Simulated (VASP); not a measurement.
**MgI2: energy against strain**

MgI2 (1T layered, P-3m1, 34.434 Å³/atom and stress up to 0.05 GPa in the relaxed cell, c along z) under an equal strain ε along x and y, with z held. PBEsol in VASP (plane waves, PAW), 480 eV, 8×8×6 Γ-centred mesh, Gaussian smearing 0.05 eV; ions are relaxed, or left where forces stay under 0.02 eV/Å, within the symmetry of each cell.

Here s stands for strain and y for E less E0.

| strain (%) | E less E0 (meV/atom) |
|---|---|
| -3.00 | ? |
| -1.50 | 3.01 |
| -1.00 | 1.35 |
| -0.50 | 0.36 |
| 0.00 | 0.00 |
| 0.50 | 0.26 |
| 1.00 | 1.10 |
| 1.50 | 2.51 |

Fit y of the 7 rows that show it with a parabola. Least squares gives y = 0.001 - 0.1500·s + 1.2257·s². Residuals (row less fit): 0.026, -0.027, -0.022, -0.001, 0.028, 0.023, -0.024; standard error 0.031 (degrees of freedom: 4). Twice the quadratic coefficient over the volume, 2 × 1.2257 meV × 10⁴ × 0.1602 / 34.434 Å³, is the elastic constants 2(C11 + C12) = 114 ± 1 GPa (± standard error of the fit, which holds the terms cut off).

### Question
Predict the withheld y at s = -3.00 from the fit, and compare with the calculation.

### Answer
y = 0.001 - 0.1500 × (-3.0) + 1.2257 × (-3.0)² = 11.482 meV/atom. The calculation gives 12.29 meV/atom, 0.808 meV/atom above the prediction (6.6 % of the range of y in the table). The row lies outside the fitted rows, so this is an extrapolation. From the scatter of the fitted rows alone, a prediction at this place has a standard error of 0.117 meV/atom, so the miss is 6.9 times that.

A polynomial of degree 3 through the 12 other runs of the series gives 12.26 there, so most of the miss is curvature that the fit leaves out. Spin-orbit coupling is left out, which can shift these values for the heavy elements here. For MgI2: without a dispersion term in the relaxation, distances and binding between the weakly bound layers, chains or molecules are unreliable, and so is what depends on them. Rows are the converged runs of the series near zero and its far end, less any whose ions stayed unrelaxed beside relaxed ones; series whose fitted rows scatter by over a few per cent of the range, as at a crossing or softening among them, aren't shown in this form. Most that stay on the fit to the last digits aren't either.
